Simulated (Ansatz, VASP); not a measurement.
## NiMoIrPdW: VASP beside Ansatz

INCAR

```
SYSTEM = NiMoIrPdW
ALGO = Normal
EDIFF = 1E-6
ENCUT = 520
GGA = PE
ISIF = 2
ISMEAR = -1
ISPIN = 2
KPAR = 4
LASPH = .TRUE.
LCHARG = .TRUE.
LMAXMIX = 4
LORBIT = 11
LREAL = .FALSE.
LVHAR = .TRUE.
LWAVE = .FALSE.
MAGMOM = 1 1 1 1 0 0 0.6 0.6 0 0
NELM = 150
PREC = Accurate
SIGMA = 0.05
```

KPOINTS

```
k-points
0
G
  11 11 2
  0 0 0
```

The input POSCAR:

```
NiMoIrPdW
1.0
    2.7708500000      0.0000000000      0.0000000000
   -1.3854300000      2.3996300000      0.0000000000
    0.0000000000      0.0000000000     22.0196100000
Ni Mo Pd Ir W
2 2 2 2 2
Direct
    0.3333300000      0.6666700000      0.8508100000
    0.6666700000      0.3333300000      0.1491900000
    0.6666700000      0.3333300000      0.7605900000
    0.3333300000      0.6666700000      0.2394100000
    0.3333300000      0.6666700000      0.0532900000
    0.6666700000      0.3333300000      0.9467100000
    0.3333300000      0.6666700000      0.6582700000
    0.6666700000      0.3333300000      0.3417300000
    0.3333300000      0.6666700000      0.4441800000
    0.6666700000      0.3333300000      0.5558200000
```

The input input.yaml:

```yaml
crystal:
  lattice:
    - [2.77085, 0.0, 0.0]
    - [-1.38543, 2.39963, 0.0]
    - [0.0, 0.0, 22.01961]
  atoms:
    - { symbol: Ni, position: [0.33333, 0.66667, 0.85081], spin: 1.0 }
    - { symbol: Ni, position: [0.66667, 0.33333, 0.14919], spin: 1.0 }
    - { symbol: Mo, position: [0.66667, 0.33333, 0.76059], spin: 1.0 }
    - { symbol: Mo, position: [0.33333, 0.66667, 0.23941], spin: 1.0 }
    - { symbol: Pd, position: [0.33333, 0.66667, 0.05329] }
    - { symbol: Pd, position: [0.66667, 0.33333, 0.94671] }
    - { symbol: Ir, position: [0.33333, 0.66667, 0.65827], spin: 0.6 }
    - { symbol: Ir, position: [0.66667, 0.33333, 0.34173], spin: 0.6 }
    - { symbol: W, position: [0.33333, 0.66667, 0.44418] }
    - { symbol: W, position: [0.66667, 0.33333, 0.55582] }
hamiltonian:
  xc: pbe
  pseudopotentials: { kind: paw }
magnetization:
  spin_polarized: true
kpoints:
  mp_grid: { grid: [11, 11, 2] }
scf:
  occupations: { method: fermi_dirac, width: 0.05 }
output:
  forces: true
  stress: true
  eigenvalues: true
```

The cell was built by a generator and needn't be a form met in nature.

Alike in both runs: functional PBE; k mesh 11 × 11 × 2; occupations fermi-dirac, width 0.05 eV; collinear spin, ferromagnetic start.

```csv
,VASP,Ansatz
version,VASP 6.6.1,Ansatz 0.2.0
potentials or method,"VASP PAW PBE potentials, release 64 (Ni, Mo_sv, Pd, Ir, W_sv)",Ansatz PAW
plane-wave cutoff (eV),520,420
valence electrons in the cell,114,162
task,electrostatic potential,single point
```

|  | VASP | Ansatz | Ansatz less VASP |
| --- | --- | --- | --- |
| gap on the k mesh at the Fermi level (eV) | none | none | - |
| pressure (GPa) | 0.4 | 0.0 | -0.37 |
| largest component of the traceless stress (GPa) | 0.66 | 0.58 | -0.070 |
| rms of the force components (eV/Å) | 0.035 | 0.035 | +0.0005 |
| net moment per atom (μB) | 0.00 | 0.00 | 0.000 |

Atom by atom the forces differ by 0.008 eV/Å (rms over components). A gap of «none» marks a metal or a gap that the smearing closes. With one functional, cell and mesh, what is left measures potentials, basis and numerics. The two sets of potentials don't hold the same shells in valence.

Caveats: the starting moments weren't kept (Ansatz). Spin-orbit coupling is left out, which matters for the levels of Ir, W.
